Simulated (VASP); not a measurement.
Input:

```
CELL_PARAMETERS angstrom
      1.81833    -3.14944     0.00000
      1.81833     3.14944     0.00000
      0.00000     0.00000     5.81661
ATOMIC_POSITIONS crystal
  Zr 0.00000 0.00000 0.00000
  S  0.33333 0.66667 0.25114
  S  0.66667 0.33333 0.74886
```

The numbers are results of vdW-DF-cx, VASP's PBE PAW potentials (set 64) (plane waves; VASP), not measurements. Run with 520 eV cut-off, Gaussian smearing of 0.050 eV, potentials Zr_sv S.

Problem. Give the energies of bands 7 to 15 at the high-symmetry points, in eV from the valence-band maximum.

Solution. 
```
band      Γ      M      K      A      L      H
----  -----  -----  -----  -----  -----  -----
7     -4.66  -4.55  -3.61  -3.42  -4.67  -3.68
8     -2.86  -2.70  -3.53  -2.81  -3.43  -3.68
9     -2.86  -2.65  -3.53  -2.81  -2.75  -3.16
10    -0.14  -2.56  -2.22  -2.01  -2.45  -2.20
11    -0.14  -2.03  -2.22  -0.31  -0.99  -1.92
12    -0.01  -1.32  -1.52  -0.31  -0.83  -1.92
13     1.48   0.94   2.17   1.44   0.73   2.29
14     1.48   3.26   3.13   1.44   3.25   2.75
15     2.18   3.60   3.13   2.59   3.59   2.75
```

The gap is indirect, 0.73 eV, from the valence maximum at K-Γ at 0.89 to the conduction minimum at L.

Measured: gap 1.70 eV (computed value off by -0.97 eV), as given by Miłosz Rybak et al., Nanomaterials (2022), arXiv:2210.12074.

The compound is ZrS2 in the 1T layered structure. It was relaxed first.
